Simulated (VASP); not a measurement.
A VASP calculation is set up with these files.

**INCAR**
```
SYSTEM = CuI
PREC = Accurate
ENCUT = 400
EDIFF = 1E-6
NELM = 100
ALGO = Normal
LREAL = .FALSE.
LASPH = .TRUE.
ISMEAR = 0
SIGMA = 0.05
GGA = PE
LMAXMIX = 4
LWAVE = .FALSE.
LCHARG = .FALSE.
ISIF = 2
NBANDS = 8
```

### POSCAR
```
CuI
1
    0.0000000000     3.0250000000     3.0250000000
    3.0250000000     0.0000000000     3.0250000000
    3.0250000000     3.0250000000     0.0000000000
Cu I
1 1
Direct
  0.0000000000   0.0000000000   0.0000000000
  0.2500000000   0.2500000000   0.2500000000
```

KPOINTS:
```
Automatic mesh
0
Gamma
6 6 6
0 0 0
```

POTCAR, in this order: Cu I (PBE.64 set). Program: vasp_std.

The resulting files:

standard output:
```
 POSCAR found type information on POSCAR CuI
 POSCAR found :  2 types and       2 ions
 Reading from existing POTCAR
 Reading from existing POTCAR
 LDA part: xc-table for (Slater+PW92), standard interpolation

 -----------------------------------------------------------------------------
|                                                                             |
|     EEEEEEE  RRRRRR   RRRRRR   OOOOOOO  RRRRRR      ###     ###     ###     |
|     E        R     R  R     R  O     O  R     R     ###     ###     ###     |
|     E        R     R  R     R  O     O  R     R     ###     ###     ###     |
|     EEEEE    RRRRRR   RRRRRR   O     O  RRRRRR       #       #       #      |
|     E        R   R    R   R    O     O  R   R                               |
|     E        R    R   R    R   O     O  R    R      ###     ###     ###     |
|     EEEEEEE  R     R  R     R  OOOOOOO  R     R     ###     ###     ###     |
|                                                                             |
|     The number of bands is not sufficient to hold all electrons. I am       |
|     sorry, but this calculation does not make sense. If you want to         |
|     calculate only selected states, you need to set either EFERMI or        |
|     EREF. EREF specifies around which energy states are supposed to be      |
|     calculated.                                                             |
|     I found NBANDS = 8, NELECT = 18.                                        |
|                                                                             |
|       ---->  I REFUSE TO CONTINUE WITH THIS SICK JOB ... BYE!!! <----       |
|                                                                             |
 -----------------------------------------------------------------------------
```

Q: Read input and log: which fault does this run have?
(A) a metal was run with a tiny SIGMA on a coarse mesh
(B) IBRION is misspelt, so VASP ignores the line and takes its default
(C) POTIM is too large for the ionic optimiser
(D) NBANDS is too small to hold all electrons

A: D, NBANDS is too small to hold all electrons. VASP stops with an error: The number of bands is not sufficient to hold all electrons. I am sorry, but this calculation does not make sense. If you want to calculate only selected states, you need to set either EFERMI or EREF. EREF specifies around which energy states are supposed to be calculated. I found NBANDS = 8, NELECT = 18. ----> I REFUSE TO CONTINUE WITH THIS SICK JOB ... BYE!!! <----

To mend it, remove NBANDS.

The mended run (PBE GGA, plane waves, VASP's PBE PAW potentials (set 64)) converges, and its OSZICAR ends with
```
   1 F= -.55588499E+01 E0= -.55588499E+01  d E =-.862288E-13
```

The compound is CuI in the zinc blende structure. The cell was not relaxed at this level.
